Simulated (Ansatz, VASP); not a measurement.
**NaF (Villiaumite): VASP beside Ansatz**

One calculation is typed for both programs; each brings its own data sets. How far apart do they land? The two relaxations start from unlike cells of this crystal (the structure described is Ansatz's start), so only their ends are compared.

Calculated with Ansatz 0.2.0; plane waves, with VASP 6.6.1 beside it; relaxation of cell and atoms at PBE.

**1. The structure**

The structure is cubic, space group Fm-3m (No. 225). Conventional cell: a = 4.503 Å, b = 4.503 Å, c = 4.503 Å, α = 90.00°, β = 90.00°, γ = 90.00°. Na has 6 F at 2.25 Å nearest. F has 6 Na at 2.25 Å nearest. Farther neighbours and most contacts between anions are not listed.

**2. Ansatz: relaxation of cell and atoms, PBE**

Ansatz runs on its default PAW (the set named soft_2) files.

The relaxed volume is the usual yardstick between codes: in a stiff, nearly cubic crystal its relative difference is about their pressure difference at one cell divided by the bulk modulus.

Input file input.yaml:

```yaml
crystal:
  lattice:
    - [0.0, 2.2513434897, 2.2513434897]
    - [2.2513434897, 0.0, 2.2513434897]
    - [2.2513434897, 2.2513434897, 0.0]
  atoms:
    - { symbol: Na, position: [0.0, 0.0, 0.0] }
    - { symbol: F, position: [0.5, 0.5, 0.5] }
kpoints:
  mp_grid: { grid: [12, 12, 12] }
hamiltonian:
  xc: pbe
scf:
  occupations: { method: fixed }
output:
  forces: true
  stress: true
  eigenvalues: true
relax:
  adjacent_minimum: "off"
  f_tol: 0.001
  max_steps: 60
  cell: { stress_tol: 0.01 }
```

Run with:

```console
> ansatz run input.yaml --threads 4 --pin off --max-ram 16384MiB --backend cpu --events-out ev --progress --plain --runs-dir out
```

Numbers of over 12 decimals in the logs are rounded to 6 here.

Log:

```text
Engine: ansatz 0.2.0, aarch64-unknown-linux-gnu
Pseudopotentials: kind: paw
Pseudopotential: Na, paw, valence charge 9, recommended cutoff 420 eV (normal), Na.paw.azcp
Pseudopotential: F, paw, valence charge 7, recommended cutoff 420 eV (normal), F.paw.azcp
Functional definition: PBE
  parameter kappa = 0.804
  parameter beta = 0.066725
  exchange = pbe_x(kappa = kappa, mu = beta*pi^2/3)
  correlation = pbe_c(beta = beta)
Crystal: 2 atoms, lattice volume = 22.822 Å³
Basis set: ecut = 420 eV, 459 PW (Γ), exchange–correlation on 48×48×48 points (8 copies of the dense FFT grid, shifted against one another)
Bands: 12, of which v1, the nominal top of the filled ones, is band 8 counted from 1 (7 counted from 0)
Symmetry: 48 space group operations
Space group: Fm-3m (ITA 225), of the structure as read, at distance tolerance 2.8e-5 Å
k-points: 72 of 1728
Non-local potential: Na, projectors of the file, l = 0: 3, l = 1: 2, l = 2: 1
Non-local potential: F, projectors of the file, l = 0: 2, l = 1: 2, l = 2: 1
PAW form: soft (Blöchl's): semilocal exchange-correlation on the pseudo side does not see the compensation charge
PAW one-centre angular grid: Na, 110 points (default); XC on 64 Gauss nodes
PAW one-centre angular grid: F, 110 points (default); XC on 64 Gauss nodes
Initial density: superposition of atomic densities (neutral atoms: chi_scale 0, normalization atom), corrected by the library's trained network
Initial wavefunctions: pseudopotential atomic-orbital guess
Functional: x = pbe(κ = 0.804, μ = 0.219515), c = pbe(β = 0.066725)
SCF iter   1: F=—  HF=-2297.363601 eV  |F-HF|=—  |Δ(HF+E_count)|=         —  Δρ=6.77e-4  dr2=5.32e-5  ethr=1.77e-3  ⟨swp⟩=4.7  Hψ=4228  notcnv=0  defer=136
preconditioner: auto → none  [insulator: Δε(μ)=6.800 eV  Ē_g=27.129 eV  n_scr=8 (ndim 8)  ℏωp=29.1 eV  f_vac=0.103  ε∞_Penn≈2.1]
SCF iter   2: F=—  HF=-2297.363269 eV  |F-HF|=—  |Δ(HF+E_count)|=   3.32e-4  Δρ=9.76e-4  dr2=1.23e-4  ethr=3.32e-7  ⟨swp⟩=2.8  Hψ=2299  notcnv=0  defer=142
SCF iter   3: F=—  HF=-2297.363250 eV  |F-HF|=—  |Δ(HF+E_count)|=   1.96e-5  Δρ=3.58e-4  dr2=1.44e-5  ethr=3.32e-7  ⟨swp⟩=2.0  Hψ=1086  notcnv=0  defer=142
SCF iter   4: F=—  HF=-2297.363266 eV  |F-HF|=—  |Δ(HF+E_count)|=   1.65e-5  Δρ=6.11e-5  dr2=3.82e-7  ethr=9.01e-8  ⟨swp⟩=2.0  Hψ=1084  notcnv=0  defer=142
SCF iter   5: F=—  HF=-2297.363268 eV  |F-HF|=—  |Δ(HF+E_count)|=   1.41e-6  Δρ=3.55e-5  dr2=1.94e-7  ethr=2.39e-9  ⟨swp⟩=2.0  Hψ=1368  notcnv=0  defer=143
SCF iter   6: F=-2297.363267 eV  HF=-2297.363267 eV  |F-HF|=4.51e-8  |Δ(HF+E_count)|=   4.08e-8  Δρ=1.81e-5  dr2=5.11e-8  ethr=6.25e-10  ⟨swp⟩=6.8  Hψ=3587  notcnv=0
SCF 1 converged in 6 iterations: F = -2297.363267 eV  dr2 = 5.11e-8
  greatest PAW one-centre occupation: 0.999 electrons in one spin orbital (limit 2), on the Na atom at site 0 (counted from 0), in its partial waves of l = 0
relax step   1: F+E_penalty+E_count = -2297.36326742 eV  Δ(F+E_penalty+E_count) = +0.000e0 eV  max|allowed force component| = 2.021e-29 eV/Å  Δτ_max = 0.0000 Å  P = +7.781 GPa  Ω = 22.822 Å³  (6 SCF iters, dr2 threshold 1.00e-7 eV, accepted)
[...]
relax step   2: F+E_penalty+E_count = -2297.39651239 eV  Δ(F+E_penalty+E_count) = -3.324e-2 eV  max|allowed force component| = 1.158e-29 eV/Å  Δτ_max = 0.0000 Å  P = +4.542 GPa  Ω = 23.768 Å³  energy of the carried Pulay correction = -2.890e-3 eV  (5 SCF iters, dr2 threshold 2.00e-7 eV, accepted)
[...]
relax step   9: F+E_penalty+E_count = -2297.42932383 eV  Δ(F+E_penalty+E_count) = +2.988e-5 eV  max|allowed force component| = 5.711e-30 eV/Å  Δτ_max = 0.0000 Å  P = +0.000 GPa  Ω = 25.954 Å³  energy of the carried Pulay correction = -1.817e-3 eV  (5 SCF iters, dr2 threshold 6.37e-10 eV, accepted)
[...]
relax step  10: F+E_penalty+E_count = -2297.43117075 eV  Δ(F+E_penalty+E_count) = -1.847e-3 eV  max|allowed force component| = 7.428e-30 eV/Å  Δτ_max = 0.0000 Å  P = +0.038 GPa  Ω = 25.954 Å³  stress off target by 3.79e-2 GPa  SCF on the basis re-selected at this cell (its energy is not comparable with the rows above)  (9 SCF iters)
[...]
relax step  11: F+E_penalty+E_count = -2297.43111501 eV  Δ(F+E_penalty+E_count) = +5.574e-5 eV  max|allowed force component| = 2.850e-29 eV/Å  Δτ_max = 0.0000 Å  P = +0.001 GPa  Ω = 25.975 Å³  energy of the carried Pulay correction = -5.825e-5 eV  (4 SCF iters, dr2 threshold 3.60e-9 eV, accepted)
[...]
relax step  12: F+E_penalty+E_count = -2297.43119794 eV  Δ(F+E_penalty+E_count) = -8.293e-5 eV  max|allowed force component| = 2.958e-29 eV/Å  Δτ_max = 0.0000 Å  P = +0.002 GPa  Ω = 25.975 Å³  stress off target by 2.08e-3 GPa  SCF on the basis re-selected at this cell (its energy is not comparable with the rows above)  (7 SCF iters)
basis re-selected at this cell: Δ(F+E_penalty+E_count) = -8.293e-5 eV, ΔP = +0.002 GPa vs the last step (what re-selecting the basis moved, of the pressure what is left beyond the Pulay correction that the steps carried, after the strain that the cell walked since its last selection, with what the two solves' SCF thresholds leave and, on support functions, any second-order correction that the steps lacked; it is no m [...]
SCF converged after 7 iterations
Free energy (F): -2297.431198 eV
Harris-Foulkes:  -2297.431198 eV  (|F-HF|=4.55e-13)
Internal energy: -2297.431198 eV  (E = F + TS)
E sigma→0 (E₀):  -2297.431198 eV
Fermi energy:    0.707910 eV
--- Per-component energies (eV) ---
  E_band       = -239.144097
  E_kinetic    = 328.792805
  E_local      = -1719.228276  (includes V_loc(G=0)·N_el)
  E_nonlocal   = 188.590615
  E_hartree    = 611.187441
  E_xc         = -120.077953
  E_vxc        = -154.012726  (∫ρ·V_xc dr)
  E_paw        = -463.587477  (= ΣΔE_a)
  E_vpaw       = -105.663496  (= ΣTr[D̂ρ^β])
  E_aug_tail   = 0.002104  (compensation charges beyond the density's cutoff)
  E_ewald      = -1123.110457
  E_smearing   = -0.000000  (= −TS)
  E_closure    = 0.000000  (closes the sum)
  Σ components = -2297.431198   (vs F -2297.431198, Δ=0.00e0)
--- Forces (eV/Å), atoms counted from 1 ---
  atom   1  Na    -0.00000000    -0.00000000     0.00000000
  atom   2  F     -0.00000000     0.00000000     0.00000000
  max |Σ_I F_I| component: 5.86e-29 eV/Å
--- Stress (GPa, compression-positive) ---
        0.002082       0.000000      -0.000000
        0.000000       0.002082      -0.000000
       -0.000000      -0.000000       0.002082
  P = ⅓ Tr σ = 0.0021 GPa (0.021 kbar)
--- Band table (eV; the first three rows and the last of 72) ---
  k-point 0: bands = [... 4 lower, -18.3668, 0.7079, 0.7079, 0.7079, 6.7954, 19.3860, 19.3860, 19.3860]
  k-point 1: bands = [... 4 lower, -18.1798, 0.5767, 0.6920, 0.6920, 7.0388, 18.4174, 19.4868, 19.4868]
  k-point 2: bands = [... 4 lower, -17.9901, 0.2525, 0.6491, 0.6491, 7.6938, 16.9381, 19.7530, 19.7530]
  k-point 71: bands = [... 4 lower, -17.8402, -0.1158, -0.1158, 0.1746, 13.6479, 13.6479, 15.4510, 17.0924]
--- Relaxed structure (9 steps of the walk, 9 accepted, 3 SCFs on fresh bases) ---
  F+E_penalty+E_count = -2297.43119794 eV   max|allowed force component| = 2.958e-29 eV/Å   (the final SCF, on the basis selected at the relaxed cell)
  cell:  # Å, volume = 25.9747 Å³
    - [0, 2.350573, 2.350573]
    - [2.350573, 0, 2.350573]
    - [2.350573, 2.350573, 0]
  atoms:
    - { symbol: Na, position: [0, 0, 0] }
    - { symbol: F, position: [0.500000, 0.500000, 0.500000] }
```

**3. VASP: relaxation of cell and atoms, PBE**

Its own start cell and the same functional and mesh now go to VASP, with its own data sets.

Lines of VASP's logs that name or quote its potential files are left out, and so is its time.

Input file INCAR:

```
SYSTEM = NaF
PREC = Accurate
ENCUT = 600
EDIFF = 1E-07
NELM = 120
ISMEAR = 0
SIGMA = 0.01
LREAL = .FALSE.
ALGO = Normal
GGA = PE
NBANDS = 13
LORBIT = 11
LWAVE = .FALSE.
LCHARG = .FALSE.
ISIF = 3
IBRION = 2
NSW = 80
EDIFFG = -0.005
LASPH = .TRUE.
GGA_COMPAT = .FALSE.
NELMIN = 4
EFERMI = MIDGAP
```

Input file POSCAR:

```
NaF
1.0
    0.0000000000      2.3495640574      2.3495640574
    2.3495640574      0.0000000000      2.3495640574
    2.3495640574      2.3495640574      0.0000000000
Na F
1 1
Direct
    0.0000000000      0.0000000000      0.0000000000
    0.5000000000      0.5000000000      0.5000000000
```

Input file KPOINTS:

```
Automatic mesh
0
Gamma
12 12 12
0 0 0
```

Potentials, in the order of the species: Na_pv and F (PBE family, release 64).

Run with:

```console
> mpirun -np 1 vasp_std
```

Log:

```text
[banner, memory and clock lines left out]
running    1 mpi-ranks, on    1 nodes
 distrk:  each k-point on    1 cores,    1 groups
 distr:  one band on    1 cores,    1 groups

 POSCAR found type information on POSCAR NaF
 POSCAR found :  2 types and       2 ions
 LDA part: xc-table for (Slater+PW92), standard interpolation
 POSCAR, INCAR and KPOINTS ok, starting setup
 FFT: planning ... GRIDC
 FFT: planning ... GRID_SOFT
 FFT: planning ... GRID
 WAVECAR not read
 entering main loop
       N       E                     dE             d eps       ncg     rms          rms(c)
DAV:   1     0.120817676085E+03    0.12082E+03   -0.84111E+03  1890   0.142E+03
DAV:   2    -0.255824759592E+01   -0.12338E+03   -0.11371E+03  1997   0.373E+02
DAV:   3    -0.941156760104E+01   -0.68533E+01   -0.68339E+01  2322   0.821E+01
DAV:   4    -0.947302073671E+01   -0.61453E-01   -0.61448E-01  2057   0.835E+00
DAV:   5    -0.947366379896E+01   -0.64306E-03   -0.64306E-03  2317   0.857E-01    0.542E+00
DAV:   6    -0.858127419649E+01    0.89239E+00   -0.33625E+00  2227   0.157E+01    0.188E+00
DAV:   7    -0.856929807198E+01    0.11976E-01   -0.29004E-02  1877   0.219E+00    0.106E+00
DAV:   8    -0.857054675959E+01   -0.12487E-02   -0.31465E-02  1892   0.394E+00    0.148E-01
DAV:   9    -0.857137679970E+01   -0.83004E-03   -0.46145E-03  2212   0.648E-01    0.131E-01
DAV:  10    -0.857123768355E+01    0.13912E-03   -0.85798E-04  1912   0.325E-01    0.119E-02
DAV:  11    -0.857123643731E+01    0.12462E-05   -0.29383E-05  2222   0.952E-02    0.357E-03
DAV:  12    -0.857123681798E+01   -0.38067E-06   -0.15443E-06  1997   0.189E-02    0.208E-03
DAV:  13    -0.857123646571E+01    0.35227E-06   -0.46257E-07  1952   0.660E-03    0.657E-04
DAV:  14    -0.857123643003E+01    0.35683E-07   -0.31284E-08  1276   0.279E-03
   1 F= -.85712364E+01 E0= -.85712364E+01  d E =-.857124E+01
 curvature:   0.00 expect dE= 0.000E+00 dE for cont linesearch  0.000E+00
 trial: gam= 0.00000 g(F)=  0.205E-59 g(S)=  0.549E-04 ort = 0.000E+00 (trialstep = 0.100E+01)
 search vector abs. value=  0.549E-04
 bond charge predicted
       N       E                     dE             d eps       ncg     rms          rms(c)
DAV:   1    -0.857180110068E+01   -0.56463E-03   -0.91939E-03  2257   0.146E+00    0.181E-01
DAV:   2    -0.857132536245E+01    0.47574E-03   -0.17612E-03  2361   0.419E-01    0.485E-02
DAV:   3    -0.857128999727E+01    0.35365E-04   -0.73730E-05  2142   0.183E-01    0.253E-02
DAV:   4    -0.857127797127E+01    0.12026E-04   -0.10136E-05  2240   0.107E-01    0.423E-03
DAV:   5    -0.857127792366E+01    0.47610E-07   -0.16153E-06  2294   0.189E-02    0.109E-03
DAV:   6    -0.857127787647E+01    0.47189E-07   -0.22704E-07  1583   0.850E-03
   2 F= -.85712779E+01 E0= -.85712779E+01  d E =-.414464E-04
 trial-energy change:   -0.000041  1 .order   -0.000038   -0.000055   -0.000022
 step:   1.3745(harm=  1.6628)  dis= 0.00000  next Energy=    -8.571282 (dE=-0.457E-04)
 bond charge predicted
       N       E                     dE             d eps       ncg     rms          rms(c)
DAV:   1    -0.857135932307E+01   -0.81399E-04   -0.12931E-03  2247   0.546E-01    0.677E-02
DAV:   2    -0.857129285823E+01    0.66465E-04   -0.24667E-04  2341   0.157E-01    0.182E-02
DAV:   3    -0.857128716286E+01    0.56954E-05   -0.10352E-05  2147   0.684E-02    0.946E-03
DAV:   4    -0.857128579874E+01    0.13641E-05   -0.14207E-06  2235   0.402E-02    0.158E-03
DAV:   5    -0.857128591746E+01   -0.11871E-06   -0.22683E-07  1572   0.711E-03    0.406E-04
DAV:   6    -0.857128592621E+01   -0.87502E-08   -0.30887E-08   986   0.320E-03
   3 F= -.85712859E+01 E0= -.85712859E+01  d E =-.494962E-04
 curvature:  -0.67 expect dE=-0.264E-05 dE for cont linesearch -0.264E-05
 trial: gam=-0.19570 g(F)=  0.124E-60 g(S)=  0.391E-05 ort = 0.146E-04 (trialstep = 0.107E+01)
 search vector abs. value=  0.279E-06
 reached required accuracy - stopping structural energy minimisation
```

From OUTCAR (step 3):

```text
ion  position               nearest neighbor table
   1  0.000  0.000  0.000-   2 2.35   2 2.35   2 2.35   2 2.35   2 2.35   2 2.35
   2  0.500  0.500  0.500-   1 2.35   1 2.35   1 2.35   1 2.35   1 2.35   1 2.35

  LATTYP: Found a face centered cubic cell.
 ALAT       =     4.6991281148

 Subroutine GETGRP returns: Found 48 space group operations
 (whereof 48 operations were pure point group operations)

The static configuration has the point symmetry O_h .

 Found     72 irreducible k-points:

   k-points           NKPTS =     72   k-points in BZ     NKDIM =     72   number of bands    NBANDS=     13

   dimension x,y,z NGX =    28 NGY =   28 NGZ =   28
   dimension x,y,z NGXF=    56 NGYF=   56 NGZF=   56

   ENCUT  =  600.0 eV  44.10 Ry    6.64 a.u.   6.64  6.64  6.64*2*pi/ulx,y,z

   NELECT =      14.0000    total number of electrons

 k-points in reciprocal lattice and weights: Automatic mesh
   0.00000000  0.00000000  0.00000000       0.001
   0.08333333  0.00000000  0.00000000       0.005
   0.16666667  0.00000000  0.00000000       0.005
   0.25000000  0.00000000  0.00000000       0.005
   0.33333333  0.00000000  0.00000000       0.005
   0.41666667  0.00000000  0.00000000       0.005
   0.50000000  0.00000000  0.00000000       0.002
   0.08333333  0.08333333  0.00000000       0.003
   0.16666667  0.08333333  0.00000000       0.014
[...]
-0.33333333  0.50000000  0.16666667       0.007
  -0.25000000  0.50000000  0.25000000       0.003

 average (electrostatic) potential at core
       1 -47.1648       2 -77.5824

 E-fermi :   0.7959

 k-point     1 :       0.0000    0.0000    0.0000
  band No.  band energies     occupation
    ...
      3     -21.3153      2.00000
      4     -21.3153      2.00000
      5      -2.2519      2.00000
      6      -2.2519      2.00000
      7      -2.2519      2.00000
      8       3.8437      0.00000
      9      16.4462      0.00000
     10      16.4462      0.00000
     11      16.4462      0.00000
     12      19.2345      0.00000
    ...

 k-point     2 :       0.0833    0.0000    0.0000
  band No.  band energies     occupation
    ...
      3     -21.3161      2.00000
      4     -21.1398      2.00000
      5      -2.3844      2.00000
      6      -2.2679      2.00000
      7      -2.2679      2.00000
      8       4.0885      0.00000
      9      15.4783      0.00000
     10      16.5482      0.00000
     11      16.5482      0.00000
     12      20.3007      0.00000
    ...

 k-point     3 :       0.1667    0.0000    0.0000
  band No.  band energies     occupation
    ...
      3     -21.3181      2.00000
      4     -20.9484      2.00000
      5      -2.7125      2.00000
      6      -2.3117      2.00000
      7      -2.3117      2.00000
      8       4.7467      0.00000
      9      13.9980      0.00000
     10      16.8180      0.00000
     11      16.8180      0.00000
     12      20.4753      0.00000
    ...

  Total       -0.0073514     -0.0073514     -0.0073514      0.0000000     -0.0000000      0.0000000
  in kB       -0.4552777     -0.4552777     -0.4552777      0.0000000     -0.0000000      0.0000000
  external PRESSURE =      -0.4552777 kB  Pullay stress =       0.0000000 kB

  energy-cutoff  :      600.00
  volume of cell :       25.87
      direct lattice vectors                 reciprocal lattice vectors
     0.000000000  2.347419160  2.347419160    -0.212999880  0.212999880  0.212999880
     2.347419160  0.000000000  2.347419160     0.212999880 -0.212999880  0.212999880
     2.347419160  2.347419160 -0.000000000     0.212999880  0.212999880 -0.212999880

 POSITION                                       TOTAL-FORCE (eV/Angst)
 -----------------------------------------------------------------------------------
      0.00000      0.00000      0.00000         0.000000      0.000000      0.000000
      2.34742      2.34742      2.34742        -0.000000      0.000000     -0.000000
 -----------------------------------------------------------------------------------
    total drift:                                0.000000      0.000000      0.000000

  FREE ENERGIE OF THE ION-ELECTRON SYSTEM (eV)
  ---------------------------------------------------
  free  energy   TOTEN  =        -8.5712859262 eV

  energy  without entropy=       -8.5712859262  energy(sigma->0) =       -8.57128593

 reached required accuracy - stopping structural energy minimisation

 total charge
# of ion       s       p       d       tot
------------------------------------------
    1        0.047   5.990   0.000   6.037
    2        1.724   4.377   0.000   6.100
--------------------------------------------------
tot          1.771  10.367   0.000  12.137

[... 3 further parts left out ...]
```

CONTCAR:

```
NaF
   1.00000000000000
     0.0000000000000000    2.3474191596044087    2.3474191596044087
     2.3474191596044087    0.0000000000000000    2.3474191596044087
     2.3474191596044087    2.3474191596044087   -0.0000000000000000
  Na              F
     1     1
Direct
     0.0000000000000000    0.0000000000000000    0.0000000000000000
     0.5000000000000000    0.5000000000000000    0.5000000000000000
```

**4. Comparison**

Known differences besides the potentials themselves: fixed occupations in Ansatz, narrow Gaussian smearing in VASP; the data sets hold 16 valence electrons in Ansatz (on its default PAW (the set named soft_2) files) and 14 in VASP; the cutoff is 420 eV in Ansatz and 600 eV in VASP; Ansatz adds a Pulay correction to the stress that steers its cell, VASP none. Total energies have different zeros and are not compared.

Compared:

```tsv
quantity	Ansatz	VASP	difference
volume (Å³)	25.97	25.87	+0.40 %
edge a after relaxation, in the typed setting (Å)	3.324	3.320	+0.13 %
```

**5. Summary of results**

- difference in volume (relaxation of cell and atoms, PBE): 0.40 %

What this shows: The difference in volume is 0.40 % (relaxation of cell and atoms, PBE), within the 1.2 % picked in this series as the mark of a large difference, as far as the stopping tolerances let one tell. The data sets hold unlike numbers of valence electrons (16 in Ansatz and 14 in VASP), so part of the differences comes from the potentials. Such differences can come from data sets, numerical settings and the points named under the comparisons, not from the functional's error against experiment.

[Lines on the potential files, build, host, timing and source positions are cut from VASP's logs without a mark.]

[Logs are printed without paths, hosts, clocks, repeated set-up lines and the standing remarks that a program may print on its own settings, such as how far it seeks lower states.]

[Hosts, paths, dates, database ids (printed as entryN), source tags and the programs' standing remarks are cut or masked in the printed files.]
